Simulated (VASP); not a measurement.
```yaml
crystal:
  lattice:
    - [1.49110, -2.58266, 0.00000]
    - [1.49110, 2.58266, 0.00000]
    - [0.00000, 0.00000, 5.56895]
  atoms:
    - { symbol: Cd, position: [0.33333, 0.66667, 0.24102] }
    - { symbol: Cd, position: [0.66667, 0.33333, 0.75000] }
```

All values below come from r2SCAN meta-GGA, VASP's PBE PAW potentials (set 64) (plane waves; VASP). Run with 480 eV cut-off, 14×14×6 Γ-centred mesh, first-order Methfessel-Paxton smearing of 0.10 eV, potentials Cd.

Question: Give the force on each atom (eV/Å).

Answer: 
```csv
atom,Fx,Fy,Fz
Cd1,0.000,0.000,0.104
Cd2,0.000,0.000,-0.104
```

Question: Give the stress tensor in GPa (positive for a compressed cell).

Answer: 
```
1.18  0.00  0.00
0.00  1.18  0.00
0.00  0.00  1.16
```
The pressure is its mean diagonal, 1.17 GPa.

The compound is Cd in the hcp structure. This cell was strained or had an atom moved on purpose.
